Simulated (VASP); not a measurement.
Output of a VASP run:

### OSZICAR
```
       N       E                     dE             d eps       ncg     rms          rms(c)
DAV:   1     0.440844574425E+02    0.44084E+02   -0.67760E+03  2090   0.117E+03
DAV:   2    -0.155457426086E+02   -0.59630E+02   -0.55764E+02  2887   0.235E+02
DAV:   3    -0.184321642677E+02   -0.28864E+01   -0.28194E+01  2755   0.420E+01
DAV:   4    -0.184742756721E+02   -0.42111E-01   -0.42040E-01  2639   0.460E+00
DAV:   5    -0.184749950585E+02   -0.71939E-03   -0.71925E-03  2805   0.500E-01    0.256E+01
DAV:   6    -0.163641724251E+02    0.21108E+01   -0.19451E+01  2432   0.263E+01    0.237E+01
DAV:   7    -0.161513384230E+02    0.21283E+00   -0.15269E+00  2434   0.803E+00    0.164E+01
DAV:   8    -0.161536803746E+02   -0.23420E-02   -0.13692E-01  2297   0.386E+00    0.600E+00
DAV:   9    -0.161481326261E+02    0.55477E-02   -0.17912E-02  2545   0.112E+00    0.573E-01
DAV:  10    -0.161484082776E+02   -0.27565E-03   -0.53465E-04  1563   0.230E-01
   1 F= -.16148408E+02 E0= -.16148352E+02  d E =-.112105E-03
```

### OUTCAR
```
------------------------ aborting loop because EDIFF is reached ----------------------------------------
  FORCE on cell =-STRESS in cart. coord.  units (eV):
  Direction    XX          YY          ZZ          XY          YZ          ZX
  --------------------------------------------------------------------------------------
  Total       -0.9775712     -0.2558139     -1.1043872      0.0000000      0.0000000      0.0000000
  in kB      -49.3857743    -12.9234254    -55.7923701      0.0000000      0.0000000      0.0000000
  external PRESSURE =     -39.3671900 kB  Pullay stress =       0.0000000 kB
  volume of cell :       31.71
      direct lattice vectors                 reciprocal lattice vectors
     0.000000000  2.478434000  2.529983000    -0.197714187  0.201740292  0.197629786
     2.528903000  0.000000000  2.529983000     0.197714187 -0.201740292  0.197629786
     2.528903000  2.478434000  0.000000000     0.197714187  0.201740292 -0.197629786
 POSITION                                       TOTAL-FORCE (eV/Angst)
 -----------------------------------------------------------------------------------
      0.00000      0.00000      0.00000        -0.028900      0.000000      0.000000
      2.58687      2.47843      2.52998         0.028900      0.000000      0.000000
 -----------------------------------------------------------------------------------
    total drift:                                0.003900      0.000000      0.000000
  FREE ENERGIE OF THE ION-ELECTRON SYSTEM (eV)
  ---------------------------------------------------
  free  energy   TOTEN  =       -16.1484082776 eV

  energy  without entropy=      -16.1482961724  energy(sigma->0) =      -16.14835222
```
(Selected blocks of OUTCAR.)

File POSCAR:
```
GdN
1
    0.0000000000     2.4784340000     2.5299830000
    2.5289030000     0.0000000000     2.5299830000
    2.5289030000     2.4784340000     0.0000000000
Gd N
1 1
Direct
  0.0000000000   0.0000000000   0.0000000000
  0.4885390000   0.5114610000   0.5114610000
```

Task: Reconstruct the remaining input files.

Result: One answer among several that fit: the input of the run itself, PBE GGA, plane waves, VASP's PBE PAW potentials (set 64).

### KPOINTS
```
Automatic mesh
0
Gamma
8 8 8
0 0 0
```

**INCAR**
```
ALGO = Normal
EDIFF = 1E-3
ENCUT = 520
GGA = PE
ISIF = 2
ISMEAR = 0
LASPH = T
LCHARG = F
LMAXMIX = 6
LREAL = F
LWAVE = F
NELM = 100
PREC = Accurate
SIGMA = 0.05
SYSTEM = GdN
```

POTCAR, in this order: Gd_3 N (PBE.64 set). Program: vasp_std.

The 4f electrons are frozen in the core of the lanthanide potential, so 4f levels, which can set the real gap, and their magnetism are missing.

The compound is GdN in the rock salt structure. The cell was not relaxed at this level, atoms are displaced from their ideal sites. The run is one of a series of settings (EDIFF = 1E-3 against the base run), some of them coarse on purpose.
